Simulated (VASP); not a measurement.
**KGeF3: single point with PBE**

The system is KGeF3.

```xyz
5
Lattice="4.1200 0.0000 0.0000 0.0000 4.1200 0.0000 0.0000 0.0000 4.1200" Properties=species:S:1:pos:R:3 pbc="T T T"
K     0.0000    0.0000    0.0000
Ge    2.0600    2.0600    2.0600
F     2.0600    2.0600    0.0000
F     2.0600    0.0000    2.0600
F     0.0000    2.0600    2.0600
```

The cell comes from a database or a generator and needn't be the stable form of this composition.

```json
{
 "Program": "VASP 6.6.1",
 "Task": "single point",
 "Functional": "PBE",
 "Potentials or basis": "VASP PAW PBE potentials, release 64 (K_sv, Ge_d, F)",
 "Cutoff": "520 eV",
 "k mesh": "4 × 4 × 4",
 "Occupations": "gaussian, width 0.05 eV",
 "Spin": "no spin polarisation",
 "Dipole correction": "no",
 "Further INCAR settings": "ALGO = Normal; EDIFF = 1e-07; NBANDS = 30"
}
```

```
Pressure               : 20.1 GPa
Band gap on the k mesh : 0.66 eV, direct
```

Levels at points of the mesh, in eV from the valence-band top:
```
           k point  band 20  band 21  band 22  band 23  band 24  band 25
(0.00, 0.00, 0.00)    -7.44    -7.44    -7.04     2.03     3.04     3.04
(0.50, 0.00, 0.00)    -7.58    -7.58    -3.53     1.51     3.96     4.36
(0.50, 0.50, 0.00)    -7.90    -7.05    -1.66     1.72     1.72     4.27
(0.50, 0.50, 0.50)    -7.03    -7.03     0.00     0.66     0.66     0.66
```

Run time: 17 s on 1 thread of Intel(R) Xeon(R) Platinum 8488C (Sapphire Rapids), on a shared host, peak memory 0.17 GiB.

Caveat: so large a pressure means that the cell lies far from this level's equilibrium, or that cutoff or potentials fall short. As with any semilocal functional, this PBE gap is likely too small.
